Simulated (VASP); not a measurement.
```xyz
2
Lattice="0.0000 2.7103 2.7103 2.7103 0.0000 2.7103 2.7103 2.7103 0.0000" Properties=species:S:1:pos:R:3 pbc="T T T"
K      5.4206     5.4206     5.4206
F      2.7103     2.7103     2.7103
```

All values below come from PBE GGA, VASP's PBE PAW potentials (set 64) (plane waves; VASP 6.6.1). Settings: 520 eV cut-off, 8×8×8 Γ-centred mesh, Gaussian smearing of 0.050 eV, potentials K_sv F.

Problem. Predict the energy per atom (σ→0), band gap (on the k-mesh) with the smallest direct gap where there is one.

Solution. 
| Item | Result |
|---|---|
| band gap (on the k-mesh) | 5.95 eV |
| smallest direct gap (on the k-mesh) | 5.95 eV |
| energy per atom (σ→0) | -4.150 eV/atom |

The absolute energy has meaning only against runs of the same code, potentials and settings.

The compound is KF in the rock salt structure. It was relaxed first.
